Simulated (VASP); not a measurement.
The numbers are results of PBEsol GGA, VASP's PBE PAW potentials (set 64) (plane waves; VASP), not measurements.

VASP ran on this input.

INCAR:
```
LWAVE  =  .False.
ENCUT  =  620   ! plane-wave cut-off (eV)
EDIFF  =  1E-6
EDIFFG  =  -0.02   ! ionic stop
LCHARG  =  .False.
IBRION  =  2   ! conjugate gradients
ISMEAR  =  0   ! Gaussian
PREC  =  Accurate
LREAL  =  .False.
NSW  =  40   ! most ionic steps
GGA  =  PS   ! PBEsol
LASPH  =  .True.
ALGO  =  Normal   ! blocked Davidson
ISIF  =  3   ! ions, shape and volume
SIGMA  =  0.05   ! width (eV)
SYSTEM  =  CaB6
NELM  =  100   ! most electronic steps
```

File KPOINTS:
```
Automatic mesh
0
gamma
  6 6 6
0 0 0
```

**POSCAR**
```
CaB6
1.0
  4.1271799843   0.0000000000   0.0000000000
  0.0000000000   4.1271799843   0.0000000000
  0.0000000000   0.0000000000   4.1271799843
Ca B
1 6
direct
  1.0000000000   0.0000000000   1.0000000000
  0.7985885779   0.5000000000   0.5000000000
  0.5000000000   0.2014114221   0.5000000000
  0.5000000000   0.7985885779   0.5000000000
  0.2014114221   0.5000000000   0.5000000000
  0.5000000000   0.5000000000   0.7985885779
  0.5000000000   0.5000000000   0.2014114221
```

POTCAR, in this order: Ca_sv B (PBE.64 set). Program: vasp_std.

The run wrote:

File OUTCAR:
```
 ion  position               nearest neighbor table
   1  0.000  0.000  0.000-
   2  0.799  0.500  0.500-   5 1.66   4 1.74   3 1.74   6 1.74   7 1.74
   3  0.500  0.201  0.500-   4 1.66   2 1.74   5 1.74   6 1.74   7 1.74
   4  0.500  0.799  0.500-   3 1.66   2 1.74   5 1.74   6 1.74   7 1.74
   5  0.201  0.500  0.500-   2 1.66   3 1.74   4 1.74   6 1.74   7 1.74
   6  0.500  0.500  0.799-   7 1.66   3 1.74   4 1.74   5 1.74   2 1.74
   7  0.500  0.500  0.201-   6 1.66   3 1.74   4 1.74   5 1.74   2 1.74
  LATTYP: Found a simple cubic cell.
 ALAT       =     4.1271799843
 Subroutine PRICEL returns:
 Original cell was already a primitive cell.
 Subroutine GETGRP returns: Found 48 space group operations
The static configuration has the point symmetry O_h .
The dynamic configuration has the point symmetry O_h .
 Subroutine INISYM returns: Found 48 space group operations
 Subroutine IBZKPT returns following result:
 Found     20 irreducible k-points:

 Following reciprocal coordinates:
            Coordinates               Weight
  0.000000  0.000000  0.000000      1.000000
  0.166667  0.000000  0.000000      6.000000
  0.333333  0.000000  0.000000      6.000000
  0.500000  0.000000  0.000000      3.000000
...
```

**OSZICAR**
```
       N       E                     dE             d eps       ncg     rms          rms(c)
DAV:   1     0.174561087999E+03    0.17456E+03   -0.15065E+04   720   0.168E+03
DAV:   2    -0.434996008828E+02   -0.21806E+03   -0.21407E+03   950   0.352E+02
DAV:   3    -0.518905710939E+02   -0.83910E+01   -0.81397E+01  1032   0.673E+01
DAV:   4    -0.521967964201E+02   -0.30623E+00   -0.30602E+00  1216   0.916E+00
DAV:   5    -0.521990555118E+02   -0.22591E-02   -0.22581E-02   994   0.874E-01    0.102E+01
DAV:   6    -0.478757856882E+02    0.43233E+01   -0.75057E+00   938   0.150E+01    0.521E+00
DAV:   7    -0.471224726943E+02    0.75331E+00   -0.48594E+00   952   0.106E+01    0.147E+00
DAV:   8    -0.471343633219E+02   -0.11891E-01   -0.77892E-01  1028   0.555E+00    0.724E-01
DAV:   9    -0.471126394497E+02    0.21724E-01   -0.98935E-02   994   0.173E+00    0.156E-01
DAV:  10    -0.471134082678E+02   -0.76882E-03   -0.16582E-02  1182   0.646E-01    0.117E-01
DAV:  11    -0.471132290094E+02    0.17926E-03   -0.14112E-03  1022   0.251E-01    0.487E-02
DAV:  12    -0.471132005641E+02    0.28445E-04   -0.16522E-04   948   0.848E-02    0.172E-02
DAV:  13    -0.471131990774E+02    0.14867E-05   -0.56100E-05   972   0.461E-02    0.486E-03
DAV:  14    -0.471131989080E+02    0.16943E-06   -0.41796E-06   828   0.139E-02
   1 F= -.47113199E+02 E0= -.47113052E+02  d E =-.471132E+02
```

**OUTCAR**
```
------------------------ aborting loop because EDIFF is reached ----------------------------------------
  FORCE on cell =-STRESS in cart. coord.  units (eV):
  Direction    XX          YY          ZZ          XY          YZ          ZX
  --------------------------------------------------------------------------------------
  Total        0.0963470      0.0963470      0.0963470      0.0000000     -0.0000000      0.0000000
  in kB        2.1957792      2.1957792      2.1957792      0.0000000     -0.0000000      0.0000000
  external PRESSURE =       2.1957792 kB  Pullay stress =       0.0000000 kB
  volume of cell :       70.30
      direct lattice vectors                 reciprocal lattice vectors
     4.127179984  0.000000000  0.000000000     0.242296193  0.000000000  0.000000000
     0.000000000  4.127179984  0.000000000     0.000000000  0.242296193  0.000000000
     0.000000000  0.000000000  4.127179984     0.000000000  0.000000000  0.242296193
 POSITION                                       TOTAL-FORCE (eV/Angst)
 -----------------------------------------------------------------------------------
      0.00000      0.00000      0.00000         0.000000      0.000000      0.000000
      3.29592      2.06359      2.06359         0.004083      0.000000      0.000000
      2.06359      0.83126      2.06359         0.000000     -0.004083      0.000000
      2.06359      3.29592      2.06359         0.000000      0.004083      0.000000
      0.83126      2.06359      2.06359        -0.004083     -0.000000      0.000000
      2.06359      2.06359      3.29592         0.000000     -0.000000      0.004083
      2.06359      2.06359      0.83126         0.000000      0.000000     -0.004083
 -----------------------------------------------------------------------------------
    total drift:                                0.000000      0.000000      0.000000
  FREE ENERGIE OF THE ION-ELECTRON SYSTEM (eV)
  ---------------------------------------------------
  free  energy   TOTEN  =       -47.1131989080 eV

  energy  without entropy=      -47.1129046602  energy(sigma->0) =      -47.11305178

 reached required accuracy - stopping structural energy minimisation
```
(Selected blocks of OUTCAR.)

The compound is CaB6 in the cab6 structure. It was relaxed first.
